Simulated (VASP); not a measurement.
Crystal: C.

```
CELL_PARAMETERS angstrom
2.46100 0.00000 0.00000
-1.23050 2.13129 0.00000
0.00000 0.00000 9.39120
ATOMIC_POSITIONS crystal
C 0.00000 0.00000 0.25000
C 0.33333 0.66667 0.25000
C 0.00000 0.00000 0.75000
C 0.66667 0.33333 0.75000
```

The cell was built by a generator and needn't be a form met in nature.

Base run:

| Quantity | Value |
| --- | --- |
| Program | VASP 6.6.1 |
| Functional | PBE |
| Dispersion | TS |
| Potentials or basis | VASP PAW PBE potentials, release 64 (C) |
| Cutoff | 520 eV |
| k mesh | 16 × 16 × 4 |
| Occupations | fermi-dirac, width 0.05 eV |
| Spin | no spin polarisation |

Its results: band gap on the k mesh 1.17 eV, direct; pressure 0.1 GPa.

Q: After a change of settings the same cell gave: band gap on the k mesh 1.17 eV, direct; pressure 1.1 GPa. Which change was it?
A. functional from PBE to vdW-DF; dispersion from TS to none
B. dispersion from TS to D2
C. dispersion from TS to D4
D. functional from PBE to SCAN; dispersion from TS to rVV10

A: B.
